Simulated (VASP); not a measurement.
Set up this calculation in VASP 6.6.1, as the native input.

| Item | Value |
| --- | --- |
| Task | relaxation of cell and atoms |
| Functional | PBE |
| Potentials or basis | VASP PAW PBE potentials, release 64 (Ca_sv, Zr_sv, N) |
| Cutoff | 520 eV |
| k mesh | 3 × 3 × 3 |
| Occupations | gaussian, width 0.15 eV |
| Spin | no spin polarisation |
| Further INCAR settings | PREC = Normal; ALGO = Fast; EDIFF = 0.0001; IBRION = 2; EDIFFG = -0.08; NSW = 24; ISIF = 3 |

The structure of Ca2ZrN2 lies in POSCAR:

```
Ca2ZrN2
1.0
    2.8142897300     -3.1437839100      0.0000000000
    2.8142897300      3.1437839100      0.0000000000
    0.0000000000      0.0000000000      5.7005092500
Ca Zr N
2 1 2
Direct
    0.5000000000      0.5000000000      0.0000000000
    0.0000000000      0.0000000000      0.5000000000
    0.0000000000      0.0000000000      0.0000000000
    0.0000000000      0.5000000000      0.0000000000
    0.5000000000      0.0000000000      0.0000000000
```

The cell was built by a generator and needn't be a form met in nature.

These files were run (other wordings do the same):

INCAR

```
SYSTEM = Ca2ZrN2
ALGO = Fast ; EDIFF = 1E-4
EDIFFG = -0.08 ; ENCUT = 520
GGA = PE ; IBRION = 2
ISIF = 3 ; ISMEAR = 0
KPAR = 2 ; LASPH = .TRUE.
LCHARG = .FALSE. ; LREAL = .FALSE.
LWAVE = .FALSE. ; NELM = 60
NSW = 24 ; PREC = Normal
SIGMA = 0.15
```

KPOINTS

```
k-points
0
G
  3 3 3
  0 0 0
```

Potentials or basis: VASP PAW PBE potentials, release 64 (Ca_sv, Zr_sv, N).

The run is started by

```console
$ cat potpaw_PBE.64/Ca_sv/POTCAR potpaw_PBE.64/Zr_sv/POTCAR potpaw_PBE.64/N/POTCAR > POTCAR
$ mpirun -np 2 vasp_std > vasp.out
```

It gave:

The relaxed volume is 26.34 Å³/atom, the relaxed cell is a = 4.511 Å, b = 4.511 Å, c = 6.473 Å, α = 90.00°, β = 90.00°, γ = 90.40° and the space group after relaxing (to 0.05 Å) is Cmmm (No. 65). The energy gained by relaxing is 426.2 meV/atom and the ionic steps are 11. The pressure after relaxing is 0.0 GPa and the band gap on the k mesh is none (metal or under the smearing width).

Caveat: the k mesh is coarse (spacing up to 0.50 Å⁻¹), so the values aren't converged; the volume moved by over 15 % at a fixed basis, so the end points are rough.

Run time: 50 s on 2 MPI ranks on Intel(R) Xeon(R) Platinum 8488C (Sapphire Rapids), on a shared host, peak memory 0.15 GiB a rank.
